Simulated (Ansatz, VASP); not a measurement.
## Cross-check of ReSe between VASP and Ansatz

Wanted: the spread between two codes on one cell, functional and k mesh. The cell is generated by rule, not measured, and may not be a known phase. The cell is taken from a series of runs on this material, whose earlier steps may have relaxed, scaled, displaced or heated it; both programs get it as it stands.

Main program and level: Ansatz 0.2.0; plane waves, with VASP 6.6.1 beside it; zone-centre phonons at r2SCAN.

The structure was built from a prototype and need not be the compound's stable phase.

## (1) Set-up

Symmetry: F-43m, No. 216, cubic system. Conventional cell: a = 5.511 Å, b = 5.511 Å, c = 5.511 Å, α = 90.00°, β = 90.00°, γ = 90.00°. Nearest to Re lie 4 Se at 2.39 Å. Nearest to Se lie 4 Re at 2.39 Å. Farther neighbours and most contacts between anions are not listed.

Structure file:

```cif
data_structure
_symmetry_space_group_name_H-M 'P 1'
_symmetry_Int_Tables_number 1
_cell_length_a 3.8972
_cell_length_b 3.8972
_cell_length_c 3.8972
_cell_angle_alpha 60.000
_cell_angle_beta 60.000
_cell_angle_gamma 60.000
_cell_volume 41.86
loop_
_atom_site_label
_atom_site_type_symbol
_atom_site_fract_x
_atom_site_fract_y
_atom_site_fract_z
_atom_site_occupancy
Re1 Re 0.00000 0.00000 0.00000 1
Se2 Se 0.25000 0.25000 0.25000 1
```

## (2) Ansatz: zone-centre phonons, r2SCAN

Ansatz runs on its default PAW (the set named soft_2) files.

Second derivatives magnify differences that forces hide, and they need a tight electronic threshold.

The input, input.yaml:

```yaml
crystal:
  lattice:
    - [0.0, 2.7557491343, 2.7557491343]
    - [2.7557491343, 0.0, 2.7557491343]
    - [2.7557491343, 2.7557491343, 0.0]
  atoms:
    - { symbol: Re, position: [0.0, 0.0, 0.0] }
    - { symbol: Se, position: [0.25, 0.25, 0.25] }
kpoints:
  mp_grid: { grid: [12, 12, 12] }
hamiltonian:
  xc: r2scan
scf:
  occupations: { method: methfessel_paxton, width: 0.15 }
output:
  eigenvalues: true
phonons:
  method: dfpt
```

Command:

```sh
$ ansatz run input.yaml --threads 4 --pin off --max-ram 7168MiB --backend cpu --events-out ev --progress --plain --runs-dir out
```

Numbers of over 12 decimals in the logs are rounded to 6 here.

Log:

```text
Engine: ansatz 0.2.0, aarch64-unknown-linux-gnu
Pseudopotentials: kind: paw
Pseudopotential: Re, paw, valence charge 15, recommended cutoff 500 eV (meta_gga), Re.paw.azcp
Pseudopotential: Se, paw, valence charge 16, recommended cutoff 500 eV (meta_gga), Se.paw.azcp
Functional definition: r2SCAN
  parameter k0 = 0.174
  parameter k1 = 0.065
  parameter a1 = 4.9479
  exchange = r2scan_x(k0 = k0, k1 = k1, a1 = a1)
  correlation = r2scan_c
Crystal: 2 atoms, lattice volume = 41.855 Å³
Basis set: ecut = 500 eV, 1067 PW (Γ), exchange–correlation on 150×150×150 points (125 copies of the dense FFT grid, shifted against one another)
Bands: 20, of which v1, the nominal top of the filled ones, is band 16 counted from 1 (15 counted from 0)
Symmetry: 24 space group operations
k-points: 280 of 1728 (irreducible under 4 space group operations, time reversal used)
Non-local potential: Re, projectors of the file, l = 0: 3, l = 1: 2, l = 2: 2, l = 3: 1
Non-local potential: Se, projectors of the file, l = 0: 2, l = 1: 2, l = 2: 3, l = 3: 1
PAW form: soft (Blöchl's): semilocal exchange-correlation on the pseudo side does not see the compensation charge
PAW frozen core: Re, regenerated for the run's functional (the file was generated under x = pbe(κ = 0.804, μ = 0.219515), c = pbe(β = 0.066725))
PAW frozen core: Se, regenerated for the run's functional (the file was generated under x = pbe(κ = 0.804, μ = 0.219515), c = pbe(β = 0.066725))
PAW one-centre angular grid: Re, 590 points (default); XC on 160 Gauss nodes
PAW one-centre angular grid: Se, 590 points (default); XC on 160 Gauss nodes
Initial density: superposition of atomic densities (neutral atoms: chi_scale 0, normalization atom), corrected by the library's trained network
Initial wavefunctions: pseudopotential atomic-orbital guess
Functional: x = r2scan, c = r2scan; τ floored in thin density (d = 2e-4 eV/Å³)
SCF iter   1: F=—  HF=-16357.349562 eV  |F-HF|=—  |Δ(HF+E_count)|=         —  Δρ=1.05e-2  dr2=3.33e-2  dr2_τ=8.48e-2  ethr=1.77e-3  ⟨swp⟩=5.0  Hψ=25774  notcnv=0
preconditioner: auto → LDOS  [metal: Δε(μ)=0.056 eV  Ē_g=9.535 eV  σ=0.150 eV  W_gap=0.31  n_scr=14 (ndim 8)  ℏωp=20.7 eV  f_vac=0.018  D(μ)=1.76/eV (n_scr^D=14)  β→1.0]
SCF iter   2: F=—  HF=-16357.382260 eV  |F-HF|=—  |Δ(HF+E_count)|=   3.27e-2  S|Δr|=    0.00e0  Δρ=2.72e-3  dr2=1.46e-3  dr2_τ=1.20e-3  ethr=1.07e-4  ⟨swp⟩=2.0  Hψ=12935  notcnv=0  defer=57
SCF iter   3: F=—  HF=-16357.383631 eV  |F-HF|=—  |Δ(HF+E_count)|=   1.37e-3  S|Δr|=    0.00e0  Δρ=8.84e-4  dr2=4.97e-4  dr2_τ=3.48e-5  ethr=4.70e-6  ⟨swp⟩=2.0  Hψ=9597  notcnv=0  defer=57
SCF iter   4: F=—  HF=-16357.383128 eV  |F-HF|=—  |Δ(HF+E_count)|=   5.03e-4  S|Δr|=    0.00e0  Δρ=4.02e-4  dr2=9.61e-5  dr2_τ=1.86e-5  ethr=1.60e-6  ⟨swp⟩=2.0  Hψ=9597  notcnv=0  defer=57
SCF iter   5: F=—  HF=-16357.383127 eV  |F-HF|=—  |Δ(HF+E_count)|=   6.88e-7  S|Δr|=    0.00e0  Δρ=1.72e-4  dr2=8.90e-6  dr2_τ=5.84e-7  ethr=3.10e-7  ⟨swp⟩=3.0  Hψ=9637  notcnv=0  defer=57
SCF iter   6: F=—  HF=-16357.383136 eV  |F-HF|=—  |Δ(HF+E_count)|=   8.80e-6  S|Δr|=    0.00e0  Δρ=2.43e-5  dr2=1.01e-7  dr2_τ=1.02e-7  ethr=2.87e-8  ⟨swp⟩=2.0  Hψ=7158  notcnv=0  defer=57
SCF iter   7: F=—  HF=-16357.383137 eV  |F-HF|=—  |Δ(HF+E_count)|=   4.50e-7  S|Δr|=    0.00e0  Δρ=5.21e-6  dr2=1.13e-8  dr2_τ=1.80e-9  ethr=3.27e-10  ⟨swp⟩=2.0  Hψ=9918  notcnv=0  defer=57
SCF iter   8: F=—  HF=-16357.383137 eV  |F-HF|=—  |Δ(HF+E_count)|=   1.35e-8  S|Δr|=    0.00e0  Δρ=1.34e-6  dr2=5.25e-10  dr2_τ=4.87e-11  ethr=3.65e-11  ⟨swp⟩=2.0  Hψ=7177  notcnv=0  defer=57
SCF iter   9: F=—  HF=-16357.383137 eV  |F-HF|=—  |Δ(HF+E_count)|=   1.48e-9  S|Δr|=    0.00e0  Δρ=1.91e-7  dr2=1.05e-11  dr2_τ=6.38e-13  ethr=1.69e-12  ⟨swp⟩=2.1  Hψ=7580  notcnv=0  defer=57
SCF iter  10: F=-16357.383137 eV  HF=-16357.383137 eV  |F-HF|=5.46e-12  |Δ(HF+E_count)|=  3.09e-11  S|Δr|=    0.00e0  Δρ=1.50e-8  dr2=7.60e-14  dr2_τ=5.94e-15  ethr=1.00e-12  ⟨swp⟩=7.0  Hψ=23246  notcnv=0
SCF 1 converged in 10 iterations: F = -16357.383137 eV  dr2 = 7.60e-14
  greatest PAW one-centre occupation: 1.000 electrons in one spin orbital (limit 2), on the Se atom at site 1 (counted from 0), in its partial waves of l = 2
DFPT response loops at Γ: preconditioner auto → Kerker (q_TF=auto, 2.595 Å⁻¹) (partly filled bands, converged f_vac=0.018); β = 1.00, the filter's whole step (`scf.mixing.beta` (0.50) is not read by the response loops under this deck's `scf.mixing.preconditioner`; to damp them name `kerker` or `kerker_dos`, under which they read `scf.mixing.beta`, and type it under 1.00, their step now; both keys bind the ground state too); Broyden in place of MSR1
SCF converged after 10 iterations
Stability not checked: this state was not tested for a lower state beside it, because cold or Methfessel-Paxton smearing, or corrected tetrahedra, fill the levels in a way that the test cannot read (fill_not_monotonic; see scf.lower_state_search)
Free energy (F): -16357.383137 eV
Harris-Foulkes:  -16357.383137 eV  (|F-HF|=5.46e-12)
Internal energy: -16357.384786 eV  (E = F + TS)
E sigma→0 (E₀):  -16357.383549 eV
Entropy (-TS):   0.001650 eV (0.825 meV/atom)
Fermi energy:    13.310640 eV
--- Per-component energies (eV) ---
  E_band       = -572.771862
  E_kinetic    = 661.543397
  E_local      = -3652.277538  (includes V_loc(G=0)·N_el)
  E_nonlocal   = -538.120174
  E_hartree    = 1658.604282
  E_xc         = -482.955226
  E_vxc        = -443.578754  (∫ρ·V_xc dr)
  E_paw        = -10618.231090  (= ΣΔE_a)
  E_vpaw       = 59.590451  (= ΣTr[D̂ρ^β])
  E_aug_tail   = -0.000240  (compensation charges beyond the density's cutoff)
  E_vtau       = 22.862438  (kinetic-family band-sum trace: ∫τ·v_τ [+ j·A + Jᵃ·Aᵃ] dr)
  E_ewald      = -3383.712557
  E_core_change = -2.235641  (= ΣΔE_core)
  E_smearing   = 0.001650  (= −TS)
  E_closure    = 0.000000  (closes the sum)
  Σ components = -16357.383137   (vs F -16357.383137, Δ=0.00e0)
--- Band table (eV; the first three rows and the last of 280) ---
  k-point 0: bands = [... 12 lower, 7.6715, 12.3126, 12.3126, 14.8067, 18.4414, 18.4414, 18.4414, 21.4085]
  k-point 1: bands = [... 12 lower, 7.7061, 12.2848, 12.2848, 15.0752, 18.0387, 18.3803, 18.3803, 21.0603]
  k-point 2: bands = [... 12 lower, 7.7969, 12.2403, 12.2403, 15.6870, 17.0563, 18.1054, 18.1054, 20.5328]
  k-point 279: bands = [... 12 lower, 8.9409, 11.3727, 12.2840, 13.1020, 14.4825, 15.6543, 21.3940, 21.5645]
--- Phonons (Γ-DFPT): 2 representative perturbations + reference, on 280 of 1728 k-points (Σ response iterations 14) ---
  k mesh reduced under 4 symmetry operations, with k and −k counted as one. Each operation leaves every solved perturbation unchanged. A smaller set is not considered because the functional reads the kinetic-energy density
  ASR residual: 4.363e-5 → 0.000e0 eV/Å²; symmetrization residual: 4.628e-6 eV/Å²
  ASR residual per site (eV/Å²): 2.91e-5 4.36e-5
  Γ frequencies (cm⁻¹): 0.00 0.00 0.00 288.15 288.15 288.15
  non-analytic LO–TO correction: not included (Born effective charges unavailable; polar crystals: no LO–TO splitting at Γ)
```

(Continued in part 2 of 2.)

[Lines on the potential files, build, host, timing and source positions are cut from VASP's logs without a mark.]

[Logs are printed without paths, hosts, clocks, repeated set-up lines and the standing remarks that a program may print on its own settings, such as how far it seeks lower states.]

[Hosts, paths, dates, database ids (printed as entryN), source tags and the programs' standing remarks are cut or masked in the printed files.]
